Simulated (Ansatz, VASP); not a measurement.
# BeBrF: VASP beside Ansatz, part 3 of 3

Wanted: the spread between two codes on one cell, functional and k mesh. The cell is generated by rule, not measured, and may not be a known phase. The cell is taken from a series of runs on this material, whose earlier steps may have relaxed, scaled, displaced or heated it; both programs get it as it stands.

VASP 6.6.1 and Ansatz 0.2.0.

So far: The structure; VASP: zone-centre phonons, PBEsol, pair 1.

The structure was built from a prototype and need not be the compound's stable phase.

**3. Ansatz: zone-centre phonons, PBEsol, pair 1**

Level of this step: Ansatz beside VASP: Kohn-Sham DFT, plane waves, PBEsol (Ansatz).

Ansatz runs on its default PAW (the set named soft_2) files.

The same cell, functional and mesh now go to Ansatz, which takes its cutoff from its data sets.

input.yaml

```yaml
crystal:
  lattice:
    - [3.474051302, 0.0, 0.0034670517]
    - [0.0, 7.9521573831, 0.0]
    - [-0.0056430492, 0.0, 4.7993447749]
  atoms:
    - { symbol: Be, position: [0.896574579, 0.1081188178, 0.7788375611] }
    - { symbol: Be, position: [0.896574579, 0.8918811822, 0.2788375611] }
    - { symbol: Br, position: [0.3965935107, 0.7293860174, 0.3603250575] }
    - { symbol: Br, position: [0.3965935107, 0.2706139826, 0.8603250575] }
    - { symbol: F, position: [0.8965704782, 0.953800199, 0.9743352019] }
    - { symbol: F, position: [0.8965704782, 0.046199801, 0.4743352019] }
kpoints:
  mp_grid: { grid: [6, 4, 4] }
hamiltonian:
  xc: pbesol
scf:
  occupations: { method: fixed }
output:
  eigenvalues: true
phonons:
  method: dfpt
  dielectric: true
  rigid_motions: translations
```

Run with:

```sh
ansatz run input.yaml --threads 8 --pin off --max-ram 14336MiB --backend cpu --events-out ev --progress --plain --runs-dir out
```

Numbers of over 12 decimals in the logs are rounded to 6 here.

Output:

```text
Engine: ansatz 0.2.0, x86_64-unknown-linux-gnu
Pseudopotentials: kind: paw
Pseudopotential: Be, paw, valence charge 2, recommended cutoff 420 eV (normal), Be.paw.azcp
Pseudopotential: Br, paw, valence charge 7, recommended cutoff 420 eV (normal), Br.paw.azcp
Pseudopotential: F, paw, valence charge 7, recommended cutoff 420 eV (normal), F.paw.azcp
Functional definition: PBEsol
  exchange = pbesol_x
  correlation = pbesol_c
Crystal: 6 atoms, lattice volume = 132.588 Å³
Basis set: ecut = 420 eV, 2581 PW (Γ), exchange–correlation on 48×108×72 points (8 copies of the dense FFT grid, shifted against one another)
Bands: 22, of which v1, the nominal top of the filled ones, is band 16 counted from 1 (15 counted from 0)
Symmetry: 2 space group operations
k-points: 52 of 96 (irreducible under 1 space group operation, time reversal used)
Non-local potential: Be, projectors of the file, l = 0: 2, l = 1: 2, l = 2: 1
Non-local potential: Br, projectors of the file, l = 0: 2, l = 1: 2, l = 2: 2
Non-local potential: F, projectors of the file, l = 0: 2, l = 1: 2, l = 2: 1
PAW form: soft (Blöchl's): semilocal exchange-correlation on the pseudo side does not see the compensation charge
PAW frozen core: Be, regenerated for the run's functional, and the local potential with it (the file was generated under x = pbe(κ = 0.804, μ = 0.219515), c = pbe(β = 0.066725))
PAW frozen core: Br, regenerated for the run's functional, and the local potential with it (the file was generated under x = pbe(κ = 0.804, μ = 0.219515), c = pbe(β = 0.066725))
PAW frozen core: F, regenerated for the run's functional, and the local potential with it (the file was generated under x = pbe(κ = 0.804, μ = 0.219515), c = pbe(β = 0.066725))
PAW one-centre angular grid: Be, 110 points (default); XC on 64 Gauss nodes
PAW one-centre angular grid: Br, 110 points (default); XC on 64 Gauss nodes
PAW one-centre angular grid: F, 110 points (default); XC on 64 Gauss nodes
Initial density: superposition of atomic densities (neutral atoms: chi_scale 0, normalization atom), corrected by the library's trained network
Initial wavefunctions: pseudopotential atomic-orbital guess
Functional: x = pbesol(κ = 0.804, μ = 0.123457), c = pbesol(β = 0.046)
SCF iter   1: F=—  HF=-7261.668713 eV  |F-HF|=—  |Δ(HF+E_count)|=         —  Δρ=7.94e-3  dr2=6.94e-2  ethr=1.77e-3  ⟨swp⟩=6.1  Hψ=5857  notcnv=0  defer=191
preconditioner: auto → Resta (q_TF=auto, 2.153 Å⁻¹)  ε∞=2.8  [insulator: Δε(μ)=5.501 eV  Ē_g=12.714 eV  n_scr=20 (ndim 8)  ℏωp=17.1 eV  f_vac=0.212  ε∞_Penn≈2.8]
SCF iter   2: F=—  HF=-7261.650166 eV  |F-HF|=—  |Δ(HF+E_count)|=   1.85e-2  Δρ=2.17e-3  dr2=3.29e-3  ethr=2.17e-4  ⟨swp⟩=2.1  Hψ=2493  notcnv=0  defer=208
SCF iter   3: F=—  HF=-7261.649482 eV  |F-HF|=—  |Δ(HF+E_count)|=   6.84e-4  Δρ=7.49e-4  dr2=9.95e-4  ethr=1.03e-5  ⟨swp⟩=2.0  Hψ=1795  notcnv=0  defer=208
SCF iter   4: F=—  HF=-7261.649544 eV  |F-HF|=—  |Δ(HF+E_count)|=   6.21e-5  Δρ=2.96e-4  dr2=1.32e-4  ethr=3.11e-6  ⟨swp⟩=2.0  Hψ=1769  notcnv=0  defer=208
SCF iter   5: F=—  HF=-7261.649551 eV  |F-HF|=—  |Δ(HF+E_count)|=   6.95e-6  Δρ=7.17e-5  dr2=1.49e-5  ethr=4.13e-7  ⟨swp⟩=2.0  Hψ=1756  notcnv=0  defer=198
SCF iter   6: F=—  HF=-7261.649574 eV  |F-HF|=—  |Δ(HF+E_count)|=   2.28e-5  Δρ=1.91e-5  dr2=6.32e-7  ethr=4.65e-8  ⟨swp⟩=2.4  Hψ=1824  notcnv=0  defer=184
SCF iter   7: F=—  HF=-7261.649576 eV  |F-HF|=—  |Δ(HF+E_count)|=   2.80e-6  Δρ=8.10e-6  dr2=1.01e-7  ethr=1.98e-9  ⟨swp⟩=2.0  Hψ=1623  notcnv=0  defer=105
SCF iter   8: F=—  HF=-7261.649576 eV  |F-HF|=—  |Δ(HF+E_count)|=   7.64e-8  Δρ=1.28e-6  dr2=1.96e-9  ethr=3.16e-10  ⟨swp⟩=2.0  Hψ=1688  notcnv=0  defer=108
SCF iter   9: F=-7261.649576 eV  HF=-7261.649576 eV  |F-HF|=9.00e-11  |Δ(HF+E_count)|=   3.56e-9  Δρ=2.07e-7  dr2=5.92e-11  ethr=1.00e-12  ⟨swp⟩=14.2  Hψ=10037  notcnv=0
SCF 1 converged in 9 iterations: F = -7261.649576 eV  dr2 = 5.92e-11
  greatest PAW one-centre occupation: 0.926 electrons in one spin orbital (limit 2), on the F atom at site 5 (counted from 0), in its partial waves of l = 0
NSCF: frozen V_eff on 2 k-points
DFPT response loops at Γ: preconditioner auto → none (the input reference at scf.mixing.eps_inf says where Resta's filter doesn't serve); β = 0.50; Broyden in place of MSR1
── the response to a field inside a basis, on 8×4×6 k-points: an SCF that follows is theirs, and a resumed run solves both again ──
Bands: 17, of which v1, the nominal top of the filled ones, is band 16 counted from 1 (15 counted from 0)
k-points: 48 of 192 (time reversal used)
Initial density: handed on by an earlier stage of this run
Initial wavefunctions: pseudopotential atomic-orbital guess (no wavefunctions were taken with the density)
Eigensolver: Dense (48 Hₖ)
SCF iter   1: F=—  HF=-7261.649230 eV  |F-HF|=—  |Δ(HF+E_count)|=         —  Δρ=3.44e-4  dr2=3.02e-5  ethr=1.00e-1
preconditioner: auto → Resta (q_TF=auto, 2.153 Å⁻¹)  ε∞=3.2  [insulator: Δε(μ)=5.789 eV  Ē_g=11.629 eV  n_scr=20 (ndim 8)  ℏωp=17.1 eV  f_vac=0.210  ε∞_Penn≈3.2]
SCF iter   2: F=—  HF=-7261.649229 eV  |F-HF|=—  |Δ(HF+E_count)|=   1.85e-6  Δρ=1.27e-4  dr2=7.10e-6  ethr=9.43e-8
SCF iter   3: F=—  HF=-7261.649230 eV  |F-HF|=—  |Δ(HF+E_count)|=   1.32e-6  Δρ=6.08e-5  dr2=1.05e-6  ethr=2.22e-8
SCF iter   4: F=-7261.649230 eV  HF=-7261.649230 eV  |F-HF|=4.29e-9  |Δ(HF+E_count)|=   4.70e-7  Δρ=2.12e-6  dr2=7.01e-9  ethr=3.27e-9
SCF 1 converged in 4 iterations: F = -7261.649230 eV  dr2 = 7.01e-9
DFPT response loops at Γ: mixed as the last ones told, above
WARN: field response: ε∞ stands inside a basis, on 8×4×6 points; the force constants stand on the 6×4×4 k-mesh, whose period is 13.11 times the interband length at k = (0.0000, 0.0000, 0.0000), direct gap 5.776 eV, under 14: take them and everything formed from them as unconverged, and compare with a denser kpoints.mp_grid
SCF converged after 9 iterations
Free energy (F): -7261.649576 eV
Harris-Foulkes:  -7261.649576 eV  (|F-HF|=9.00e-11)
Internal energy: -7261.649576 eV  (E = F + TS)
E sigma→0 (E₀):  -7261.649576 eV
Fermi energy:    -0.247206 eV
--- Per-component energies (eV) ---
  E_band       = -231.519389
  E_kinetic    = 719.907812
  E_local      = -2796.112466  (includes V_loc(G=0)·N_el)
  E_nonlocal   = 298.608216
  E_hartree    = 1077.401658
  E_xc         = -717.981417
  E_vxc        = -449.923185  (∫ρ·V_xc dr)
  E_paw        = -4908.401227  (= ΣΔE_a)
  E_vpaw       = -158.807154  (= ΣTr[D̂ρ^β])
  E_aug_tail   = 0.004109  (compensation charges beyond the density's cutoff)
  E_ewald      = -935.364750
  E_core_change = 0.288489  (= ΣΔE_core)
  E_smearing   = -0.000000  (= −TS)
  E_closure    = 0.000000  (closes the sum)
  Σ components = -7261.649576   (vs F -7261.649576, Δ=0.00e0)
--- Band table (eV; the first three rows and the last of 52) ---
  k-point 0: bands = [... 12 lower, -0.9680, -0.8480, -0.6953, -0.5569, 5.2196, 6.2532, 6.3991, 7.5418, ... 2 higher]
  k-point 1: bands = [... 12 lower, -1.0538, -0.9239, -0.7954, -0.5901, 5.7968, 6.4312, 6.5337, 8.1306, ... 2 higher]
  k-point 2: bands = [... 12 lower, -1.1321, -1.1321, -0.6831, -0.6831, 6.2567, 6.2567, 7.7425, 7.7425, ... 2 higher]
  k-point 51: bands = [... 12 lower, -1.2647, -1.2647, -0.5402, -0.5402, 6.7219, 6.7219, 8.3544, 8.3544, ... 2 higher]
--- Phonons (Γ-DFPT): 9 representative perturbations + reference, on 52 of 96 k-points (Σ response iterations 32) ---
  k mesh reduced under 1 symmetry operation, with k and −k counted as one. Each operation leaves every solved perturbation unchanged. A smaller set is not considered because the run solves the response to a homogeneous field
  ASR residual: 2.687e-4 → 0.000e0 eV/Å²; symmetrization residual: 1.768e-6 eV/Å²
  ASR residual per site (eV/Å²): 1.57e-4 1.57e-4 2.69e-4 2.69e-4 1.87e-4 1.87e-4
  Γ frequencies (cm⁻¹): 0.00 0.00 0.00 63.12 70.53 93.85 167.17 168.45 210.89 251.64 278.52 408.66 409.81 451.02 722.57 765.81 791.10 832.81
  ε∞ (high-frequency dielectric tensor):
        2.775358    -0.000000     0.000620
       -0.000000     2.214195    -0.000000
        0.000620    -0.000000     2.125782
  ε⁰ (static dielectric tensor: ions relaxed, cell fixed):
        5.482128    -0.000000     0.002368
       -0.000000     2.712047     0.000000
        0.002368     0.000000     2.821010
  ε⁰ − ε∞ (ionic part):
        2.706770    -0.000000     0.001748
       -0.000000     0.497851     0.000000
        0.001748     0.000000     0.695227
  softest optical mode at Γ: 63.12 cm⁻¹; the repairs (sum rule, projections) moved no ω² at Γ by more than (2.50 cm⁻¹)²
  Born effective charges Z* (e; rows j = field, columns β = displacement):
    site 0:
         2.22157   -0.00003    0.00037
        -0.00022    1.59718    0.21844
         0.00038    0.00978    1.64245
    site 1:
         2.22157    0.00003    0.00037
         0.00022    1.59718   -0.21844
         0.00038   -0.00978    1.64245
    site 2:
        -1.39529    0.00016   -0.00082
        -0.00013   -0.47330    0.07311
        -0.00094    0.04177   -0.27172
    site 3:
        -1.39529   -0.00016   -0.00082
         0.00013   -0.47330   -0.07311
        -0.00094   -0.04177   -0.27172
    site 4:
        -0.82629   -0.00055    0.00045
        -0.00059   -1.12387    0.60996
         0.00056    0.64671   -1.37073
    site 5:
[...]
Z* charge neutrality: 9.818e-3 e pre-enforcement
  solved inside a basis spanned on kpoints, on 8×4×6 k-points, its susceptibility summed on 10×4×8: ε∞ is read to err by 9.4e-3, Z* by 1.9e-2 e (field_mesh: kpoints solves on kpoints); Z* is corrected for what the basis lacks
  optical modes at Γ without the LO–TO term, one row a degenerate level:
      ω (cm⁻¹)  modes    IR ((D/Å)²/amu)
[...]
optical modes at Γ + LO–TO along q̂ = [1.0000, 0.0000, 0.0000]:
      ω (cm⁻¹)  modes    IR ((D/Å)²/amu)
[...]
optical modes at Γ + LO–TO along q̂ = [0.0000, 1.0000, 0.0000]:
      ω (cm⁻¹)  modes    IR ((D/Å)²/amu)
[...]
optical modes at Γ + LO–TO along q̂ = [0.0000, 0.0000, 1.0000]:
      ω (cm⁻¹)  modes    IR ((D/Å)²/amu)
[...]
282.83      1             0.2497
        408.66      1             0.0000
        409.81      1            27.9762
        451.02      1             1.4997
        724.07      1             0.0883
        791.10      1             0.0018
        832.81      1            15.9012
        853.61      1            19.0679
```

**4. Side by side**

Known differences besides the potentials themselves: fixed occupations in Ansatz, narrow Gaussian smearing in VASP; VASP's response is taken on the typed mesh, Ansatz refines its own for the field response alone; the cutoff is 420 eV in Ansatz and 600 eV in VASP; Ansatz makes its cores anew for this functional, VASP keeps those of its PBE data sets. Total energies have different zeros and are not compared.

Both answers:

| quantity | Ansatz | VASP | difference |
| --- | --- | --- | --- |
| ε∞ xx | 2.78 | 2.81 | -1.40 % |
| ε∞ yy | 2.21 | 2.21 | +0.04 % |
| ε∞ zz | 2.13 | 2.12 | +0.06 % |
| Born charge of Be1 (mean of the diagonal) (e) | 1.82 | 1.82 | 0.00 |
| Born charge of Br3 (mean of the diagonal) (e) | -0.71 | -0.72 | 0.00 |
| Born charge of F5 (mean of the diagonal) (e) | -1.11 | -1.10 | 0.00 |
| optical mode 1 (cm⁻¹) | 63.1 | 60.9 | +3.64 % |
| optical mode 2 (cm⁻¹) | 70.5 | 70.8 | -0.41 % |
| optical mode 3 (cm⁻¹) | 93.8 | 93.5 | +0.38 % |
| optical mode 4 (cm⁻¹) | 167.2 | 166.6 | +0.31 % |
| optical mode 5 (cm⁻¹) | 168.4 | 168.1 | +0.21 % |
| optical mode 6 (cm⁻¹) | 210.9 | 211.5 | -0.31 % |
| optical mode 7 (cm⁻¹) | 251.6 | 252.7 | -0.42 % |
| optical mode 8 (cm⁻¹) | 278.5 | 277.2 | +0.46 % |
| optical mode 9 (cm⁻¹) | 408.7 | 408.3 | +0.10 % |
| optical mode 10 (cm⁻¹) | 409.8 | 411.0 | -0.28 % |
| optical mode 11 (cm⁻¹) | 451.0 | 450.6 | +0.10 % |
| optical mode 12 (cm⁻¹) | 722.6 | 720.6 | +0.27 % |
| optical mode 13 (cm⁻¹) | 765.8 | 771.6 | -0.75 % |
| optical mode 14 (cm⁻¹) | 791.1 | 793.0 | -0.24 % |
| optical mode 15 (cm⁻¹) | 832.8 | 834.8 | -0.24 % |

Modes are paired by rising frequency, not by their patterns, so a pair may set unlike modes beside each other; they are those without the splitting of longitudinal modes.

**5. Ansatz: zone-centre phonons, PBEsol, pair 2**

Second derivatives magnify differences that forces hide, and they need a tight electronic threshold.

The cell is taken from a series of runs on this material, whose earlier steps may have relaxed, scaled, displaced or heated it; both programs get it as it stands.

input.yaml, the sections that differ from step 3:

```yaml
crystal:
  lattice:
    - [3.3922926514, 0.0, 0.0]
    - [0.0, 4.9562375537, 0.0]
    - [0.0, 0.0, 7.8852139695]
  atoms:
    - { symbol: Be, position: [0.5, 0.5, 0.1437236705] }
    - { symbol: Be, position: [0.0, 0.0, 0.8562763295] }
    - { symbol: Br, position: [0.5, 0.0, 0.6887302458] }
    - { symbol: Br, position: [0.0, 0.5, 0.3112697542] }
    - { symbol: F, position: [0.0, 0.0, 0.0347293419] }
    - { symbol: F, position: [0.5, 0.5, 0.9652706581] }
# kpoints, hamiltonian, scf, output, phonons: as in step 3
```

Output:

```text
[...]
Crystal: 6 atoms, lattice volume = 132.574 Å³
Basis set: ecut = 420 eV, 2593 PW (Γ), exchange–correlation on 48×72×108 points (8 copies of the dense FFT grid, shifted against one another)
Bands: 22, of which v1, the nominal top of the filled ones, is band 16 counted from 1 (15 counted from 0)
Symmetry: 8 space group operations
k-points: 52 of 96 (irreducible under 1 space group operation, time reversal used)
[...]
ω (cm⁻¹)  modes    IR ((D/Å)²/amu)
[...]
optical modes at Γ + LO–TO along q̂ = [0.0000, 1.0000, 0.0000]:
      ω (cm⁻¹)  modes    IR ((D/Å)²/amu)
[...]
optical modes at Γ + LO–TO along q̂ = [0.0000, 0.0000, 1.0000]:
      ω (cm⁻¹)  modes    IR ((D/Å)²/amu)
[...]
435.44      1            29.3861
        440.33      1             0.0000
       1175.88      1             0.0000
       1232.06      1            20.2208
[key lines of the parts left out:]
SCF converged after 9 iterations
Free energy (F): -7259.884362 eV
Fermi energy:    -0.687523 eV
```

**6. VASP: zone-centre phonons, PBEsol, pair 2**

The same cell, functional and mesh now go to VASP, with its own data sets.

INCAR

```
SYSTEM = BeBrF
PREC = Accurate
ENCUT = 600
EDIFF = 1E-08
NELM = 120
ISMEAR = 0
SIGMA = 0.01
LREAL = .FALSE.
ALGO = Normal
GGA = PS
NBANDS = 22
LORBIT = 11
LWAVE = .FALSE.
LCHARG = .FALSE.
ISIF = 2
IBRION = 8
LEPSILON = .TRUE.
LASPH = .TRUE.
GGA_COMPAT = .FALSE.
EFERMI = MIDGAP
KPAR = 2
```

POSCAR

```
BeBrF
1.0
    3.3922926514      0.0000000000      0.0000000000
    0.0000000000      4.9562375537      0.0000000000
    0.0000000000      0.0000000000      7.8852139695
Be Br F
2 2 2
Direct
    0.5000000000      0.5000000000      0.1437236705
    1.0000000000      1.0000000000      0.8562763295
    0.5000000000      1.0000000000      0.6887302458
    1.0000000000      0.5000000000      0.3112697542
    1.0000000000      1.0000000000      0.0347293419
    0.5000000000      0.5000000000      0.9652706581
```

KPOINTS

```
Automatic mesh
0
Gamma
6 4 4
0 0 0
```

Potentials, in the order of the species: Be, Br and F (PBE family, release 64).

Run with:

```sh
mpirun -np 2 vasp_std
```

Output:

```text
[banner, memory and clock lines left out]
running    2 mpi-ranks, on    1 nodes
[...]
[... a notice as in an earlier step ...]

 LDA part: xc-table for (Slater+PW92), standard interpolation
 POSCAR, INCAR and KPOINTS ok, starting setup
[...]
entering main loop
       N       E                     dE             d eps       ncg     rms          rms(c)
DAV:   1     0.214503629462E+03    0.21450E+03   -0.14913E+04  1584   0.137E+03
DAV:   2    -0.108884666731E+02   -0.22539E+03   -0.21485E+03  2234   0.269E+02
DAV:   3    -0.280757499629E+02   -0.17187E+02   -0.17094E+02  2004   0.839E+01
DAV:   4    -0.282908068251E+02   -0.21506E+00   -0.21484E+00  1914   0.107E+01
[...]
DAV:  16    -0.265097436407E+02   -0.86540E-07   -0.43578E-07  2110   0.483E-03    0.198E-03
DAV:  17    -0.265097436583E+02   -0.17661E-07   -0.89012E-08  1878   0.260E-03    0.115E-03
DAV:  18    -0.265097436610E+02   -0.26730E-08   -0.15497E-08  1330   0.117E-03
   1 F= -.26509744E+02 E0= -.26509744E+02  d E =0.000000E+00
[...]
RMM:  12    -0.538214279737E+00    0.75402E-08   -0.12624E-09  3108   0.148E-05    0.256E-06
 first order change of Fermi-energy  -0.90911E-05
 force on displaced ion       5 direction 2 :   0.000  -1.287   0.003
 Born effective charge ion    5 direction 2 :   0.000  -0.791   0.000
 Linear response progress:
  Degree of freedom:   9/  9
       N       E                     dE             d eps       ncg     rms          rms(c)
RMM:   1    -0.561435015895E+00   -0.56144E+00    0.81737E-01  3102   0.438E+00
RMM:   2    -0.544870420619E+00    0.16565E-01   -0.11921E-02  2573   0.643E-01    0.201E-01
RMM:   3    -0.546049270758E+00   -0.11789E-02   -0.18337E-03  2560   0.227E-01    0.102E-01
RMM:   4    -0.547426265351E+00   -0.13770E-02   -0.45674E-04  2384   0.130E-01    0.347E-02
[...]
RMM:  14    -0.547747916561E+00    0.10403E-06    0.38954E-08  2873   0.665E-05    0.785E-06
RMM:  15    -0.547747949419E+00   -0.32858E-07    0.10155E-08  2876   0.157E-05    0.186E-06
RMM:  16    -0.547747947245E+00    0.21736E-08   -0.50127E-09  2565   0.486E-06    0.676E-07
 first order change of Fermi-energy  -0.83428E+00
 force on displaced ion       5 direction 3 :   0.000   0.000 -27.674
 Born effective charge ion    5 direction 3 :   0.000   0.000  -1.308
 Born effective charges drift removed
 Linear response finished
```

Parts of OUTCAR (step 6):

```text
  Total       -0.0739796     -0.1253475      0.0295933      0.0000000      0.0000000      0.0000000
  in kB       -0.8940543     -1.5148422      0.3576389      0.0000000      0.0000000      0.0000000
  external PRESSURE =      -0.6837525 kB  Pullay stress =       0.0000000 kB

 MACROSCOPIC STATIC DIELECTRIC TENSOR IONIC CONTRIBUTION
 ------------------------------------------------------
           4.776675     0.000000    -0.000000
           0.000000    49.933135     0.000000
          -0.000000     0.000000     0.259096
 ------------------------------------------------------

[... 1 further part left out ...]
```

With imaginary modes the cell is no minimum, so the ionic parts of its dielectric, piezoelectric and elastic tensors have no meaning.

**7. Comparison**

Both answers:

| quantity | Ansatz | VASP | difference |
| --- | --- | --- | --- |
| ε∞ xx | 2.91 | 2.97 | -1.91 % |
| ε∞ yy | 2.09 | 2.08 | +0.05 % |
| ε∞ zz | 2.34 | 2.34 | -0.01 % |
| Born charge of Be1 (mean of the diagonal) (e) | 1.67 | 1.68 | -0.01 |
| Born charge of Br3 (mean of the diagonal) (e) | -0.70 | -0.71 | +0.01 |
| Born charge of F5 (mean of the diagonal) (e) | -0.98 | -0.97 | 0.00 |
| optical mode 1 (imaginary, printed as negative) (cm⁻¹) | -32.2 | -33.0 | +0.8 |
| optical mode 2 (cm⁻¹) | 38.3 | 23.9 | +14.4 |
| optical mode 3 (cm⁻¹) | 41.4 | 37.3 | +4.1 |
| optical mode 4 (cm⁻¹) | 73.5 | 75.1 | -2.10 % |
| optical mode 5 (cm⁻¹) | 82.6 | 78.7 | +4.91 % |
| optical mode 6 (cm⁻¹) | 113.7 | 109.1 | +4.24 % |
| optical mode 7 (cm⁻¹) | 161.6 | 159.1 | +1.53 % |
| optical mode 8 (cm⁻¹) | 181.4 | 177.6 | +2.19 % |
| optical mode 9 (cm⁻¹) | 281.1 | 279.7 | +0.51 % |
| optical mode 10 (cm⁻¹) | 304.9 | 306.8 | -0.62 % |
| optical mode 11 (cm⁻¹) | 317.9 | 319.2 | -0.40 % |
| optical mode 12 (cm⁻¹) | 435.4 | 434.8 | +0.15 % |
| optical mode 13 (cm⁻¹) | 440.3 | 439.8 | +0.12 % |
| optical mode 14 (cm⁻¹) | 1174.3 | 1160.2 | +1.22 % |
| optical mode 15 (cm⁻¹) | 1175.9 | 1160.7 | +1.30 % |

Modes are paired by rising frequency, not by their patterns, so a pair may set unlike modes beside each other; they are those without the splitting of longitudinal modes.

**8. Summary of results**

```
r.m.s. difference of the optical zone-centre modes, each program's sorted by frequency (zone-centre phonons, PBEsol, pair 1) : 1.9 cm⁻¹
difference in optical mode 1 (zone-centre phonons, PBEsol, pair 1)                                                           : +3.6 %
r.m.s. difference of the optical zone-centre modes, each program's sorted by frequency (zone-centre phonons, PBEsol, pair 2) : 6.9 cm⁻¹
difference in optical mode 5 (zone-centre phonons, PBEsol, pair 2)                                                           : +4.9 %
```

The r.m.s. difference of the optical zone-centre modes, each program's sorted by frequency is 1.9 cm⁻¹ (zone-centre phonons, PBEsol, pair 1). Among the rows given in per cent, the largest difference of the zone-centre phonons, PBEsol, pair 1 pair is in optical mode 1, +3.6 %. Among the rows given in per cent, the largest difference of the zone-centre phonons, PBEsol, pair 2 pair is in optical mode 5, +4.9 %. What causes the difference of the zone-centre phonons, PBEsol, pair 2 pair stays open here. Such differences can come from data sets, numerical settings and the points named under the comparisons, not from the functional's error against experiment.

[Lines on the potential files, build, host, timing and source positions are cut from VASP's logs without a mark.]

[Logs are printed without paths, hosts, clocks, repeated set-up lines and the standing remarks that a program may print on its own settings, such as how far it seeks lower states.]

[Hosts, paths, dates, database ids (printed as entryN), source tags and the programs' standing remarks are cut or masked in the printed files.]
